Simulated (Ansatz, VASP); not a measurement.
## WC (NiAs type (invented)) in two plane-wave programs

Wanted: the spread between two codes on one cell, functional and k mesh. The cell is generated by rule, not measured, and may not be a known phase. Of the first pair: The two relaxations start from unlike cells of this crystal (the structure described is Ansatz's start), so only their ends are compared.

Program: Ansatz 0.2.0. Level of theory: plane waves, with VASP 6.6.1 beside it; relaxation of cell and atoms at LDA. Results are calculated unless marked as measured.

**1. The starting structure**

Symmetry: P6_3/mmc, No. 194, hexagonal system. The conventional cell has a = 3.196 Å, b = 3.196 Å, c = 5.210 Å, α = 90.00°, β = 90.00°, γ = 120.00°. W has 6 C at 2.26 Å nearest. Nearest to C lie 6 W at 2.26 Å. Farther neighbours are not listed.

Coordinates:

```xyz
4
Lattice="3.1961 0.0000 0.0000 -1.5981 2.7679 0.0000 0.0000 0.0000 5.2097" Properties=species:S:1:pos:R:3 pbc="T T T"
W     0.0000    0.0000    0.0000
W     0.0000    0.0000    2.6048
C     0.0000    1.8453    1.3024
C     1.5981    0.9226    3.9073
```

**2. VASP: relaxation of cell and atoms, LDA, pair 1**

The relaxed volume is the usual yardstick between codes: in a stiff, nearly cubic crystal its relative difference is about their pressure difference at one cell divided by the bulk modulus.

Lines of VASP's logs that name or quote its potential files are left out, and so is its time.

Input file INCAR:

```
SYSTEM = WC
PREC = Accurate
ENCUT = 600
EDIFF = 1E-07
NELM = 120
ISMEAR = 0
SIGMA = 0.1
LREAL = .FALSE.
ALGO = Normal
GGA = CA
NBANDS = 16
LASPH = .TRUE.
LORBIT = 11
LWAVE = .FALSE.
LCHARG = .FALSE.
ISIF = 3
IBRION = 2
NSW = 80
EDIFFG = -0.005
GGA_COMPAT = .FALSE.
NELMIN = 4
```

Input file POSCAR:

```
WC
1.0
    2.8768032127      0.0000000000      0.0000000000
   -1.4384016064      2.4913845845      0.0000000000
    0.0000000000      0.0000000000      5.6979806261
W C
2 2
Direct
    0.0000000000      0.0000000000      0.0000000000
    0.0000000000      0.0000000000      0.5000000000
    0.3333333935      0.6666667871      0.2500000000
    0.6666666065      0.3333332129      0.7500000000
```

Input file KPOINTS:

```
Automatic mesh
0
Gamma
9 9 4
0 0 0
```

Potentials, in the order of the species: W and C (LDA family, release 64).

Run with:

```console
mpirun -np 1 vasp_std
```

Numbers of over 12 decimals in the logs are rounded to 6 here.

The program printed:

```text
[banner, memory and clock lines left out]
running    1 mpi-ranks, on    1 nodes
 distrk:  each k-point on    1 cores,    1 groups
 distr:  one band on    1 cores,    1 groups

 POSCAR found type information on POSCAR W C
 POSCAR found :  2 types and       4 ions
 LDA part: xc-table for (Slater(with rela. corr.)+CA(PZ))
 , standard interpolation
 POSCAR, INCAR and KPOINTS ok, starting setup
 FFT: planning ... GRIDC
 FFT: planning ... GRID_SOFT
 FFT: planning ... GRID
 WAVECAR not read
 entering main loop
       N       E                     dE             d eps       ncg     rms          rms(c)
DAV:   1     0.677751315413E+02    0.67775E+02   -0.10493E+04  1152   0.129E+03
DAV:   2    -0.486343316562E+02   -0.11641E+03   -0.11168E+03  1456   0.285E+02
DAV:   3    -0.549600142178E+02   -0.63257E+01   -0.62092E+01  1648   0.571E+01
DAV:   4    -0.550596527750E+02   -0.99639E-01   -0.99606E-01  1296   0.769E+00
DAV:   5    -0.550613917762E+02   -0.17390E-02   -0.17384E-02  1632   0.891E-01    0.478E+01
DAV:   6    -0.492067423283E+02    0.58546E+01   -0.29436E+01  1464   0.317E+01    0.158E+01
DAV:   7    -0.488960532424E+02    0.31069E+00   -0.20065E+00  1456   0.102E+01    0.116E+01
DAV:   8    -0.488015322703E+02    0.94521E-01   -0.20383E-01  1424   0.352E+00    0.218E+00
DAV:   9    -0.487960763218E+02    0.54559E-02   -0.25058E-02  1472   0.952E-01    0.184E-01
DAV:  10    -0.487956941549E+02    0.38217E-03   -0.11355E-03  1496   0.264E-01    0.127E-01
DAV:  11    -0.487956809281E+02    0.13227E-04   -0.70344E-05  1600   0.588E-02    0.180E-02
DAV:  12    -0.487956800152E+02    0.91296E-06   -0.28897E-06  1488   0.129E-02    0.118E-02
DAV:  13    -0.487956798204E+02    0.19473E-06   -0.68934E-07  1408   0.471E-03    0.298E-03
DAV:  14    -0.487956798195E+02    0.93110E-09   -0.31111E-08   840   0.155E-03
   1 F= -.48795680E+02 E0= -.48791518E+02  d E =-.487957E+02
 curvature:   0.00 expect dE= 0.000E+00 dE for cont linesearch  0.000E+00
 trial: gam= 0.00000 g(F)=  0.292E-42 g(S)=  0.129E-04 ort = 0.000E+00 (trialstep = 0.100E+01)
 search vector abs. value=  0.129E-04
 bond charge predicted
       N       E                     dE             d eps       ncg     rms          rms(c)
DAV:   1    -0.487956751512E+02    0.46693E-05   -0.45844E-04  1232   0.164E-01    0.673E-02
DAV:   2    -0.487956694673E+02    0.56839E-05   -0.51822E-06  1536   0.168E-02    0.390E-02
DAV:   3    -0.487956670914E+02    0.23759E-05   -0.66901E-06  1352   0.167E-02    0.656E-03
DAV:   4    -0.487956670552E+02    0.36145E-07   -0.14501E-07   936   0.271E-03
   2 F= -.48795667E+02 E0= -.48791504E+02  d E =0.127643E-04
 trial-energy change:    0.000013  1 .order    0.000013   -0.000013    0.000039
 step:   0.2479(harm=  0.2479)  dis= 0.00000  next Energy=   -48.795681 (dE=-0.159E-05)
 bond charge predicted
       N       E                     dE             d eps       ncg     rms          rms(c)
DAV:   1    -0.487956860587E+02   -0.18967E-04   -0.25782E-04  1232   0.123E-01    0.514E-02
DAV:   2    -0.487956827950E+02    0.32637E-05   -0.29585E-06  1488   0.126E-02    0.297E-02
DAV:   3    -0.487956814699E+02    0.13251E-05   -0.38074E-06  1376   0.126E-02    0.488E-03
DAV:   4    -0.487956814493E+02    0.20640E-07   -0.79224E-08   744   0.203E-03
   3 F= -.48795681E+02 E0= -.48791519E+02  d E =-.162977E-05
 curvature:  -0.12 expect dE=-0.992E-08 dE for cont linesearch -0.162E-08
 trial: gam=-0.02567 g(F)=  0.612E-42 g(S)=  0.801E-07 ort = 0.410E-06 (trialstep = 0.850E+00)
 search vector abs. value=  0.676E-07
 reached required accuracy - stopping structural energy minimisation
```

From OUTCAR (step 2):

```text
ion  position               nearest neighbor table
   1  0.000  0.000  0.000-   3 2.19   4 2.19   4 2.19   3 2.19   4 2.19   3 2.19   2 2.85   2 2.85

  LATTYP: Found a hexagonal cell.
 ALAT       =     2.8768032127
 C/A-ratio  =     1.9806640235

 Subroutine GETGRP returns: Found 24 space group operations
 (whereof 12 operations were pure point group operations)

The static configuration has the point symmetry D_3d.
 The point group associated with its full space group is D_6h.

 Found     36 irreducible k-points:

   k-points           NKPTS =     36   k-points in BZ     NKDIM =     36   number of bands    NBANDS=     16

   dimension x,y,z NGX =    24 NGY =   24 NGZ =   48
   dimension x,y,z NGXF=    48 NGYF=   48 NGZF=   96

   ENCUT  =  600.0 eV  44.10 Ry    6.64 a.u.   5.75  5.75 11.38*2*pi/ulx,y,z

   NELECT =      20.0000    total number of electrons

 k-points in reciprocal lattice and weights: Automatic mesh
   0.00000000  0.00000000  0.00000000       0.003
   0.11111111  0.00000000  0.00000000       0.019
   0.22222222  0.00000000  0.00000000       0.019
   0.33333333  0.00000000  0.00000000       0.019
   0.44444444  0.00000000  0.00000000       0.019
   0.11111111  0.11111111  0.00000000       0.019
   0.22222222  0.11111111  0.00000000       0.037
   0.33333333  0.11111111  0.00000000       0.037
   0.44444444  0.11111111  0.00000000       0.019
[...]
0.33333333  0.22222222  0.50000000       0.037
   0.33333333  0.33333333  0.50000000       0.006

 average (electrostatic) potential at core
       1 -37.2361       2 -37.2361       3 -50.1421       4 -50.1421

 E-fermi :   8.7016

 k-point     1 :       0.0000    0.0000    0.0000
  band No.  band energies     occupation
    ...
      7       7.7900      2.00000
      8       7.7900      2.00000
      9       7.8398      2.00000
     10       8.5901      1.88527
     11       8.5901      1.88526
     12       9.8036      0.00000
     13       9.8036      0.00000
     14      11.8165      0.00000
     15      11.8165      0.00000
     16      12.3216      0.00000

 k-point     2 :       0.1111    0.0000    0.0000
  band No.  band energies     occupation
    ...
      6       4.7804      2.00000
      7       6.0203      2.00000
      8       7.3480      2.00000
      9       7.7863      2.00000
     10       8.2144      2.00000
     11       8.7749      0.30009
     12      10.2888      0.00000
     13      10.7588      0.00000
     14      11.6981      0.00000
     15      12.3419      0.00000
    ...

 k-point     3 :       0.2222    0.0000    0.0000
  band No.  band energies     occupation
    ...
      6       4.5864      2.00000
      7       4.8821      2.00000
      8       5.8274      2.00000
      9       7.3309      2.00000
     10       8.3213      2.00000
     11       9.4110      0.00000
     12      10.7718      0.00000
     13      11.4257      0.00000
     14      11.7896      0.00000
     15      12.6565      0.00000
    ...

  Total        0.0016064      0.0016064     -0.0012155     -0.0000000      0.0000000      0.0000000
  in kB        0.0630130      0.0630130     -0.0476791     -0.0000000      0.0000000      0.0000000
  external PRESSURE =       0.0261156 kB  Pullay stress =       0.0000000 kB

  energy-cutoff  :      600.00
  volume of cell :       40.85
      direct lattice vectors                 reciprocal lattice vectors
     2.876959702 -0.000000000  0.000000000     0.347589158  0.200680700 -0.000000000
    -1.438479851  2.491520108 -0.000000000     0.000000000  0.401361400 -0.000000000
     0.000000000  0.000000000  5.698323202     0.000000000  0.000000000  0.175490221

 POSITION                                       TOTAL-FORCE (eV/Angst)
 -----------------------------------------------------------------------------------
     -0.00000      0.00000     -0.00000         0.000000     -0.000000      0.000000
      0.00000      0.00000      2.84916         0.000000     -0.000000      0.000000
     -0.00000      1.66101      1.42458         0.000000      0.000000     -0.000000
      1.43848      0.83051      4.27374        -0.000000     -0.000000      0.000000
 -----------------------------------------------------------------------------------
    total drift:                                0.000000      0.000000      0.000000

  FREE ENERGIE OF THE ION-ELECTRON SYSTEM (eV)
  ---------------------------------------------------
  free  energy   TOTEN  =       -48.7956814493 eV

  energy  without entropy=      -48.7873567893  energy(sigma->0) =      -48.79151912

 reached required accuracy - stopping structural energy minimisation

 total charge
# of ion       s       p       d       tot
------------------------------------------
    1        0.626   0.885   4.430   5.940
    2        0.626   0.885   4.430   5.940
    3        0.855   1.559   0.000   2.414
    4        0.855   1.559   0.000   2.414
--------------------------------------------------
tot          2.961   4.887   8.859  16.708

[... 3 further parts left out ...]
```

The data set W keeps the semicore shell frozen, which is cheaper and a little less accurate.

**3. Ansatz: relaxation of cell and atoms, LDA, pair 1**

Ansatz runs on its default PAW (the set named soft_2) files.

Its own start cell and the same functional (in two slightly different forms), mesh and smearing now go to Ansatz, which takes its cutoff from its data sets.

Input file input.yaml:

```yaml
crystal:
  lattice:
    - [3.19612, 0.0, 0.0]
    - [-1.59806, 2.767921, 0.0]
    - [0.0, 0.0, 5.20968]
  atoms:
    - { symbol: W, position: [0.0, 0.0, 0.0] }
    - { symbol: W, position: [0.0, 0.0, 0.5] }
    - { symbol: C, position: [0.333333, 0.666667, 0.25] }
    - { symbol: C, position: [0.666667, 0.333333, 0.75] }
kpoints:
  mp_grid: { grid: [9, 9, 4] }
hamiltonian:
  xc: lda
scf:
  occupations: { method: gaussian, width: 0.1 }
output:
  forces: true
  stress: true
  eigenvalues: true
relax:
  adjacent_minimum: "off"
  f_tol: 0.05
  max_steps: 80
  cell: { stress_tol: 0.5 }
```

Run with:

```console
ansatz run input.yaml --threads 2 --pin off --max-ram 5120MiB --backend cpu --events-out ev --progress --plain --runs-dir out
```

The program printed:

```text
Warning: the atoms were moved onto the symmetric positions of the space group found under crystal.symmetry.tolerance 1.0e-5 (fractional; no operation is sought that the atoms, as they stand in a round, miss by more than twice it, and no atom is moved by as much as it), and the run uses the moved positions. Before a round's move an operation carried an atom to 3.20e-6 Å from where it should land, the largest such dist [...]
The last accepted step is kept in <dir> (removed where the run ends without a failure and the disk answers)
Engine: ansatz 0.2.0, x86_64-unknown-linux-gnu
Pseudopotentials: kind: paw
Pseudopotential: W, paw, valence charge 14, recommended cutoff 420 eV (normal), W.paw.azcp
Pseudopotential: C, paw, valence charge 4, recommended cutoff 420 eV (normal), C.paw.azcp
Functional definition: SPW92
  exchange = slater_x
  correlation = pw_c
Crystal: 4 atoms, lattice volume = 46.088 Å³
Basis set: ecut = 420 eV, 917 PW (Γ)
Bands: 22, of which v1, the nominal top of the filled ones, is band 18 counted from 1 (17 counted from 0)
Symmetry: 24 space group operations
Space group: P63/mmc (ITA 194), of the structure as read, at distance tolerance 3.6e-5 Å
k-points: 36 of 324
Non-local potential: W, projectors of the file, l = 0: 3, l = 1: 2, l = 2: 2, l = 3: 1
Non-local potential: C, projectors of the file, l = 0: 2, l = 1: 2, l = 2: 1
PAW form: soft (Blöchl's): semilocal exchange-correlation on the pseudo side does not see the compensation charge
PAW frozen core: W, regenerated for the run's functional, and the local potential with it (the file was generated under x = pbe(κ = 0.804, μ = 0.219515), c = pbe(β = 0.066725))
PAW frozen core: C, regenerated for the run's functional, and the local potential with it (the file was generated under x = pbe(κ = 0.804, μ = 0.219515), c = pbe(β = 0.066725))
PAW one-centre angular grid: W, 590 points (default); XC on 64 Gauss nodes
PAW one-centre angular grid: C, 110 points (default); XC on 64 Gauss nodes
Initial density: superposition of atomic densities (neutral atoms: chi_scale 0, normalization atom), corrected by the library's trained network
Initial wavefunctions: pseudopotential atomic-orbital guess
Functional: x = slater, c = lda
[...]
iter 1 solved again at ethr=2.62e-6 eV; its pass at ethr=3.10e-3 eV (dr2=9.44e-4 eV) is discarded
SCF iter   1: F=—  HF=-20745.838230 eV  |F-HF|=—  |Δ(HF+E_count)|=         —  Δρ=1.47e-3  dr2=9.56e-4  ethr=2.62e-6  ⟨swp⟩=2.0  Hψ=4653  notcnv=0
preconditioner: auto → Kerker (q_TF=auto, 2.672 Å⁻¹)  [metal: Δε(μ)=0.059 eV  Ē_g=8.159 eV  σ=0.100 eV  W_gap=0.32  n_scr=10 (ndim 8)  ℏωp=26.0 eV  f_vac=0.000  D(μ)=1.74/eV (n_scr^D=22)]
SCF iter   2: F=—  HF=-20745.837996 eV  |F-HF|=—  |Δ(HF+E_count)|=   2.34e-4  Δρ=4.41e-4  dr2=7.61e-5  ethr=2.62e-6  ⟨swp⟩=2.0  Hψ=1112  notcnv=0
SCF iter   3: F=—  HF=-20745.837978 eV  |F-HF|=—  |Δ(HF+E_count)|=   1.79e-5  Δρ=1.71e-4  dr2=1.41e-5  ethr=2.11e-7  ⟨swp⟩=2.1  Hψ=1094  notcnv=0
SCF iter   4: F=-20745.837972 eV  HF=-20745.837972 eV  |F-HF|=1.62e-7  |Δ(HF+E_count)|=   5.38e-6  Δρ=2.83e-5  dr2=3.52e-7  ethr=1.11e-9  ⟨swp⟩=4.5  Hψ=3798  notcnv=0
SCF 5 converged in 4 iterations: F = -20745.837972 eV  dr2 = 3.52e-7
relax step   5: F+E_penalty+E_count = -20745.83797230 eV  Δ(F+E_penalty+E_count) = -1.963e-3 eV  max|allowed force component| = 6.199e-16 eV/Å  Δτ_max = 0.0000 Å  P = -0.218 GPa  Ω = 40.812 Å³  energy of the carried Pulay correction = +1.113e-2 eV  (4 SCF iters, dr2 threshold 4.00e-7 eV, accepted)
[...]
relax step   6: F+E_penalty+E_count = -20745.83983717 eV  Δ(F+E_penalty+E_count) = -1.865e-3 eV  max|allowed force component| = 5.829e-16 eV/Å  Δτ_max = 0.0000 Å  P = -0.214 GPa  Ω = 40.812 Å³  stress off target by 5.51e-1 GPa  SCF on the basis re-selected at this cell (its energy is not comparable with the rows above)  (5 SCF iters)
[...]
relax step   7: F+E_penalty+E_count = -20745.84006919 eV  Δ(F+E_penalty+E_count) = -2.320e-4 eV  max|allowed force component| = 5.644e-16 eV/Å  Δτ_max = 0.0000 Å  P = -0.041 GPa  Ω = 40.784 Å³  energy of the carried Pulay correction = +5.788e-5 eV  (3 SCF iters, dr2 threshold 4.00e-7 eV, accepted)
[...]
relax step   8: F+E_penalty+E_count = -20745.84003621 eV  Δ(F+E_penalty+E_count) = +3.298e-5 eV  max|allowed force component| = 4.903e-16 eV/Å  Δτ_max = 0.0000 Å  P = -0.043 GPa  Ω = 40.784 Å³  stress off target by 1.34e-1 GPa  SCF on the basis re-selected at this cell (its energy is not comparable with the rows above)  (3 SCF iters)
basis re-selected at this cell: Δ(F+E_penalty+E_count) = +3.298e-5 eV, ΔP = -0.002 GPa vs the last step (what re-selecting the basis moved, of the pressure what is left beyond the Pulay correction that the steps carried, after the strain that the cell walked since its last selection, with what the two solves' SCF thresholds leave and, on support functions, any second-order correction that the steps lacked; it is no m [...]
SCF converged after 3 iterations
Free energy (F): -20745.840036 eV
Harris-Foulkes:  -20745.840036 eV  (|F-HF|=8.99e-10)
Internal energy: -20745.831415 eV  (E = F + TS)
E sigma→0 (E₀):  -20745.835725 eV
Entropy (-TS):   -0.008621 eV (-2.155 meV/atom)
Fermi energy:    20.873931 eV
--- Per-component energies (eV) ---
  E_band       = -111.225424
  E_kinetic    = 1088.052676
  E_local      = -1317.847494  (includes V_loc(G=0)·N_el)
  E_nonlocal   = 65.644697
  E_hartree    = 464.666844
  E_xc         = -629.666506
  E_vxc        = -601.797435  (∫ρ·V_xc dr)
  E_paw        = -16801.994642  (= ΣΔE_a)
  E_vpaw       = -274.611827  (= ΣTr[D̂ρ^β])
  E_aug_tail   = -0.000092  (compensation charges beyond the density's cutoff)
  E_ewald      = -3615.378868
  E_core_change = 0.691971  (= ΣΔE_core)
  E_smearing   = -0.008621  (= −TS)
  E_closure    = 0.000000  (closes the sum)
  Σ components = -20745.840036   (vs F -20745.840036, Δ=0.00e0)
--- Forces (eV/Å), atoms counted from 1 ---
  atom   1  W      0.00000000     0.00000000    -0.00000000
  atom   2  W      0.00000000     0.00000000    -0.00000000
  atom   3  C     -0.00000000    -0.00000000    -0.00000000
  atom   4  C      0.00000000     0.00000000     0.00000000
  max |Σ_I F_I| component: 1.11e-16 eV/Å
--- Stress (GPa, compression-positive) ---
        0.001975       0.000000      -0.000000
        0.000000       0.001975       0.000000
       -0.000000       0.000000      -0.134010
  P = ⅓ Tr σ = -0.0434 GPa (-0.434 kbar)
--- Band table (eV; the first three rows and the last of 36) ---
  k-point 0: bands = [... 14 lower, 19.9592, 19.9779, 19.9779, 20.7697, 20.7697, 21.8994, 21.8994, 24.0174]
  k-point 1: bands = [... 14 lower, 19.0813, 19.0813, 20.1651, 21.0085, 21.0085, 22.1531, 22.1531, 23.2283]
  k-point 2: bands = [... 14 lower, 17.8794, 17.8794, 21.2771, 21.2771, 21.6256, 21.6256, 21.6256, 21.6256]
  k-point 35: bands = [... 14 lower, 16.2538, 16.2538, 20.0579, 20.0579, 23.8357, 23.8357, 24.9365, 24.9365]
--- Relaxed structure (6 steps of the walk, 6 accepted, 2 SCFs on fresh bases) ---
  F+E_penalty+E_count = -20745.84003621 eV   max|allowed force component| = 4.903e-16 eV/Å   (the final SCF, on the basis selected at the relaxed cell)
  cell:  # Å, volume = 40.7845 Å³
    - [2.875732, 0, 0.0]
    - [-1.437866, 2.490457, 0.0]
    - [0.0, 0.0, 5.694656]
  atoms:
    - { symbol: W, position: [0, 0, 0] }
    - { symbol: W, position: [0, 0, 0.5] }
    - { symbol: C, position: [0.333333, 0.666667, 0.25] }
    - { symbol: C, position: [0.666667, 0.333333, 0.75] }
```

**4. Comparison**

Known differences besides the potentials themselves: the two LDA forms differ slightly; the data sets hold 36 valence electrons in Ansatz (on its default PAW (the set named soft_2) files) and 20 in VASP; the cutoff is 420 eV in Ansatz and 600 eV in VASP; VASP's log shows a relativistic correction to its local exchange, Ansatz's none; Ansatz adds a Pulay correction to the stress that steers its cell, VASP none. Total energies have different zeros and are not compared.

Both answers:

```csv
quantity,Ansatz,VASP,difference
volume (Å³),40.78,40.85,-0.15 %
"edge a after relaxation, in the typed setting (Å)",2.876,2.877,-0.05 %
"edge c after relaxation, in the typed setting (Å)",5.695,5.698,-0.06 %
```

(Part 1 of 2 ends here.)

[Lines on the potential files, build, host, timing and source positions are cut from VASP's logs without a mark.]

[Logs are printed without paths, hosts, clocks, repeated set-up lines and the standing remarks that a program may print on its own settings, such as how far it seeks lower states.]

[Hosts, paths, dates, database ids (printed as entryN), source tags and the programs' standing remarks are cut or masked in the printed files.]
